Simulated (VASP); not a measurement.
Given:

```xyz
2
Lattice="0.0000 2.6318 2.6318 2.6318 0.0000 2.6318 2.6318 2.6318 0.0000" Properties=species:S:1:pos:R:3 pbc="T T T"
Na     0.0000     0.0000     0.0000
I      2.6318     2.6318     2.6318
```

All values below come from PBE GGA, VASP's PBE PAW potentials (set 64) (plane waves; VASP 6.6.1). Settings: 500 eV cut-off, 9×9×9 Γ-centred mesh, Gaussian smearing of 0.050 eV, potentials Na_pv I.

Task: Estimate the energy per atom (σ→0), pressure.

Result: 
```json
{
 "energy per atom (σ→0)": "-1431 meV/atom",
 "pressure": "44.83 GPa"
}
```

Total energies compare only between runs with the same potentials, cut-off and functional.

The compound is NaI in the rock salt structure. It was relaxed first under an external pressure of 45 GPa.
